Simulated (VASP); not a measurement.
Calculation: TPSS meta-GGA, VASP's PBE PAW potentials (set 64) (plane waves; VASP 6.6.1).

VASP ran on this input.

KPOINTS:
```
Regular mesh
0
Gamma
  12 12 12
0 0 0
```

**INCAR**
```
! general
SYSTEM =AuZn
PREC   =Accurate
ENCUT  =520
LREAL  =.FALSE.
LASPH  =.TRUE.

! electronic loop
EDIFF  =1E-7
NELM   =100
ALGO   =Normal
LMAXMIX=6
LMIXTAU=.TRUE.

! smearing
ISMEAR =1
SIGMA  =0.1

! functional
METAGGA=TPSS

! ions
ISIF   =2

! output
LWAVE  =.FALSE.
LCHARG =.FALSE.
```

### POSCAR
```
AuZn
1.0
  3.1477868826   0.0000000000   0.0000000000
  0.0000000000   3.1477868826   0.0000000000
  0.0000000000   0.0000000000   3.1477868826
Zn Au
1 1
Cart
  1.5738934413   1.5738934413   1.5738934413
  0.0000000000   0.0000000000   0.0000000000
```

POTCAR, in this order: Zn Au (PBE.64 set). Program: vasp_std.

The run wrote:

**OSZICAR**
```
       N       E                     dE             d eps       ncg     rms          rms(c)
DAV:   1     0.160190692099E+03    0.16019E+03   -0.13874E+04  2568   0.241E+03
DAV:   2     0.114883475203E+01   -0.15904E+03   -0.15423E+03  2709   0.467E+02
DAV:   3    -0.800582287247E+01   -0.91547E+01   -0.90936E+01  3298   0.127E+02
DAV:   4    -0.810376899989E+01   -0.97946E-01   -0.97915E-01  3094   0.137E+01
DAV:   5    -0.810543524221E+01   -0.16662E-02   -0.16662E-02  3556   0.161E+00    0.106E+01
DAV:   6    -0.130454539812E+02   -0.49400E+01   -0.19338E+01  2520   0.660E+01    0.452E+00
DAV:   7    -0.129424531527E+02    0.10300E+00   -0.24543E+00  3199   0.469E+01    0.335E+00
DAV:   8    -0.131043847638E+02   -0.16193E+00   -0.22111E-01  2786   0.973E+00    0.177E+00
DAV:   9    -0.131307802772E+02   -0.26396E-01   -0.25288E-01  3178   0.105E+01    0.384E-01
DAV:  10    -0.131231473555E+02    0.76329E-02   -0.30343E-02  2730   0.247E+00    0.698E-02
DAV:  11    -0.131254976022E+02   -0.23502E-02   -0.11495E-03  2667   0.585E-01    0.768E-02
DAV:  12    -0.131258547661E+02   -0.35716E-03   -0.29674E-04  3038   0.365E-01    0.252E-02
DAV:  13    -0.131258669731E+02   -0.12207E-04   -0.70810E-05  3526   0.126E-01    0.687E-03
DAV:  14    -0.131258958798E+02   -0.28907E-04   -0.14595E-05  2583   0.541E-02    0.412E-03
DAV:  15    -0.131258986106E+02   -0.27309E-05   -0.43414E-07  2723   0.105E-02    0.342E-03
DAV:  16    -0.131258997349E+02   -0.11243E-05   -0.15765E-07  2194   0.624E-03    0.694E-04
DAV:  17    -0.131258998312E+02   -0.96301E-07   -0.53486E-08  1491   0.523E-03
   1 F= -.13125900E+02 E0= -.13125803E+02  d E =-.289567E-03
```

### OUTCAR
```
------------------------ aborting loop because EDIFF is reached ----------------------------------------
  FORCE on cell =-STRESS in cart. coord.  units (eV):
  Direction    XX          YY          ZZ          XY          YZ          ZX
  --------------------------------------------------------------------------------------
  Total        0.0164950      0.0164950      0.0164950     -0.0000000      0.0000000     -0.0000000
  in kB        0.8473186      0.8473186      0.8473186     -0.0000000      0.0000000     -0.0000000
  external PRESSURE =       0.8473186 kB  Pullay stress =       0.0000000 kB
  volume of cell :       31.19
      direct lattice vectors                 reciprocal lattice vectors
     3.147786883  0.000000000  0.000000000     0.317683515  0.000000000  0.000000000
     0.000000000  3.147786883  0.000000000     0.000000000  0.317683515  0.000000000
     0.000000000  0.000000000  3.147786883     0.000000000  0.000000000  0.317683515
 POSITION                                       TOTAL-FORCE (eV/Angst)
 -----------------------------------------------------------------------------------
      1.57389      1.57389      1.57389         0.000000      0.000000      0.000000
      0.00000      0.00000      0.00000         0.000000      0.000000      0.000000
 -----------------------------------------------------------------------------------
    total drift:                                0.000000      0.000000     -0.000000
  FREE ENERGIE OF THE ION-ELECTRON SYSTEM (eV)
  ---------------------------------------------------
  free  energy   TOTEN  =       -13.1258998312 eV

  energy  without entropy=      -13.1256102640  energy(sigma->0) =      -13.12580331
```
(Selected blocks of OUTCAR.)

File OUTCAR:
```
 val. band max:        7.1069469113   @ k =   0.5000   0.4167   0.2500

 cond. band min:       7.1296062858   @ k =   0.3333   0.2500   0.0000


 Fermi energy:         7.1109597799

 k-point     1 :       0.0000    0.0000    0.0000
  band No.  band energies     occupation
      1      -3.5811      2.00000
      2      -1.2579      2.00000
      3      -1.2579      2.00000
      4      -0.5786      2.00000
      5      -0.5786      2.00000
      6      -0.5786      2.00000
      7       1.5077      2.00000
      8       1.5077      2.00000
      9       3.2393      2.00000
     10       3.2393      2.00000
     11       3.2393      2.00000
     12      12.0966      0.00000
     13      12.0966      0.00000
     14      12.0966      0.00000
     15      15.9984      0.00000

 k-point     2 :       0.0833    0.0000    0.0000
  band No.  band energies     occupation
      1      -3.4574      2.00000
      2      -1.2318      2.00000
      3      -1.2218      2.00000
      4      -0.5801      2.00000
      5      -0.5801      2.00000
      6      -0.5687      2.00000
      7       1.4891      2.00000
      8       1.5427      2.00000
      9       3.1470      2.00000
     10       3.1470      2.00000
     11       3.2299      2.00000
     12      11.1324      0.00000
     13      12.3285      0.00000
     14      12.3285      0.00000
     15      16.5682      0.00000

 k-point     3 :       0.1667    0.0000    0.0000
  band No.  band energies     occupation
      1      -3.0941      2.00000
      2      -1.1586      2.00000
      3      -1.1242      2.00000
      4      -0.5840      2.00000
      5      -0.5840      2.00000
      6      -0.5419      2.00000
      7       1.4361      2.00000
      8       1.6390      2.00000
      9       2.9081      2.00000
     10       2.9081      2.00000
     11       3.2037      2.00000
     12       9.3588      0.00000
     13      12.9854      0.00000
     14      12.9854      0.00000
     15      17.1262      0.00000
...
```

Unless said otherwise, spin-orbit coupling is left out, though it shifts the bands of the heavy elements here.

The compound is AuZn in the CsCl type structure. It was relaxed first. The electron count is odd and the run is not spin-polarised, which forces a metal.
